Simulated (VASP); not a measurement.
A convergence study with VASP on MoSe2 (2H layered): one setting is varied, all else stays as given below, so the limit is that of these other settings.

```
CELL_PARAMETERS angstrom
      1.64500    -2.84922     0.00000
      1.64500     2.84922     0.00000
      0.00000     0.00000    12.93000
ATOMIC_POSITIONS crystal
  Mo 0.33333 0.66667 0.25000
  Mo 0.66667 0.33333 0.75000
  Se 0.33333 0.66667 0.87900
  Se 0.66667 0.33333 0.37900
  Se 0.66667 0.33333 0.12100
  Se 0.33333 0.66667 0.62100
```

Calculation: PBE GGA, VASP's PBE PAW potentials (set 64) (plane waves; VASP). The tightest run used: 550 eV cut-off, 17×17×4 Γ-centred mesh, Gaussian smearing of 0.050 eV, potentials Mo_sv Se.

Question: The settings run are 1×1×1 mesh; 2×2×1 mesh; 3×3×1 mesh; 4×4×1 mesh; 5×5×1 mesh; 6×6×1 mesh; 7×7×2 mesh; 8×8×2 mesh; 9×9×2 mesh; 10×10×2 mesh; 11×11×2 mesh; 12×12×3 mesh; 13×13×3 mesh; 14×14×3 mesh; 15×15×3 mesh; 16×16×4 mesh; 17×17×4 mesh. From which on does the energy per atom stay within 0.005 eV/atom of the tightest run?

Answer: From 7×7×2 mesh on: it is off by 0.0000 there and by no more than 0.005 in any finer run, while 6×6×1 mesh is off by 0.0069.
| setting | E (eV/atom) | pressure (GPa) | irreducible k-points | difference judged (eV/atom) |
|---|---|---|---|---|
| 1×1×1 mesh | -3.3807 | 26.11 | 1 | 3.2640 |
| 2×2×1 mesh | -6.3402 | 5.60 | 2 | 0.3044 |
| 3×3×1 mesh | -6.6491 | 3.26 | 3 | 0.0045 |
| 4×4×1 mesh | -6.6568 | 3.19 | 4 | 0.0122 |
| 5×5×1 mesh | -6.6380 | 3.52 | 5 | 0.0066 |
| 6×6×1 mesh | -6.6378 | 3.51 | 7 | 0.0069 |
| 7×7×2 mesh | -6.6447 | 3.35 | 16 | 0.0000 |
| 8×8×2 mesh | -6.6445 | 3.35 | 20 | 0.0001 |
| 9×9×2 mesh | -6.6446 | 3.35 | 24 | 0.0001 |
| 10×10×2 mesh | -6.6446 | 3.35 | 28 | 0.0000 |
| 11×11×2 mesh | -6.6446 | 3.35 | 32 | 0.0001 |
| 12×12×3 mesh | -6.6446 | 3.35 | 38 | 0.0000 |
| 13×13×3 mesh | -6.6446 | 3.35 | 42 | 0.0000 |
| 14×14×3 mesh | -6.6446 | 3.35 | 48 | 0.0000 |
| 15×15×3 mesh | -6.6446 | 3.35 | 54 | 0.0000 |
| 16×16×4 mesh | -6.6446 | 3.35 | 90 | 0.0000 |
| 17×17×4 mesh | -6.6446 | 3.35 | 99 | 0.0000 |

Left out are rungs that failed or repeat a setting and relaxations that didn't move; long series are thinned to 24 rows.

The compound is MoSe2 in the 2H layered structure. The cell was not relaxed at this level.
